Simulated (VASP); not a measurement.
VASP runs on KBr (space group Fm-3m) share one base input (PBE GGA, plane waves, VASP's PBE PAW potentials (set 64)) and change the settings named in each case.

KPOINTS:
```
K-points
0
G
7 7 7
0 0 0
```

INCAR:
```
SYSTEM = KBr
PREC = Accurate
ENCUT = 300
EDIFF = 1E-6
NELM = 100
ALGO = Normal
LREAL = .FALSE.
LASPH = .TRUE.
ISMEAR = -1
SIGMA = 0.05
GGA = PE
LMAXMIX = 4
LWAVE = .FALSE.
LCHARG = .FALSE.
ISIF = 2
```

File POSCAR:
```
KBr
1.0
  0.0000000000   3.3016500000   3.3016500000
  3.3016500000   0.0000000000   3.3016500000
  3.3016500000   3.3016500000   0.0000000000
K Br
1 1
Direct
  0.0000000000   0.0000000000   0.0000000000
  0.5000000000   0.5000000000   0.5000000000
```

POTCAR, in this order: K_sv Br (PBE.64 set). Program: vasp_std.

```json
[
 {"change": "base run", "E(σ→0) (eV/atom)": "-3.1073", "pressure (GPa)": "0.60"},
 {"change": "GGA = PS", "E(σ→0) (eV/atom)": "-3.2305", "pressure (GPa)": "-0.40"},
 {"change": "GGA_COMPAT = .FALSE., LNONCOLLINEAR = .TRUE., LSORBIT = .TRUE., MAGMOM = 0.0 0.0 0.0 0.0 0.0 0.0, program vasp_ncl", "E(σ→0) (eV/atom)": "-3.1219", "pressure (GPa)": "0.60"},
 {"change": "KPOINTS 4×4×4 Γ-centred mesh", "E(σ→0) (eV/atom)": "-3.1071", "pressure (GPa)": "0.61"}
]
```
 Energies of different potentials or functionals have different zeros.  At 300 eV the pressure can carry a Pulay error.

Left out are runs that ran out of time, are held back, or changed the cell or the kind of run, fixed moments of cells without a moment, rows past the twelfth, gaps on odd meshes, pressures of charged cells and columns that move by less than the noise.

The structure is a typed KBr crystal (Fm-3m). The cell was not relaxed at this level, its lattice was scaled by up to 2.5 %.
